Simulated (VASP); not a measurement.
Given:

```yaml
crystal:
  lattice:
    - [1.66214, -5.28443, 0.00000]
    - [1.66214, 5.28443, 0.00000]
    - [0.00000, 0.00000, 4.37810]
  atoms:
    - { symbol: P, position: [0.10129, 0.89871, 0.91967] }
    - { symbol: P, position: [0.39871, 0.60129, 0.41967] }
    - { symbol: P, position: [0.60129, 0.39871, 0.58033] }
    - { symbol: P, position: [0.89871, 0.10129, 0.08033] }
```

All values below come from TPSS meta-GGA, VASP's PBE PAW potentials (set 64) (plane waves; VASP 6.6.1). Run with 520 eV cut-off, 8×8×6 Γ-centred mesh, tetrahedra with Blöchl corrections, potentials P.

The path is coarsely sampled, so an indirect gap can come out somewhat too large. Without a dispersion term in the relaxation, distances and binding between the weakly bound layers, chains or molecules are unreliable, and so is what depends on them.

Q: Predict the energy per atom (σ→0), band gap (over mesh and band path) with the smallest direct gap where there is one.

A: 
```
Property                                                 Value
---------------------------------------------  ---------------
band gap (over mesh and band path)                     0.14 eV
smallest direct gap (over mesh and band path)          0.15 eV
energy per atom (σ→0)                          -10.105 eV/atom
```

The absolute energy has meaning only against runs of the same code, potentials and settings.

The compound is P in the black structure. It was relaxed first.
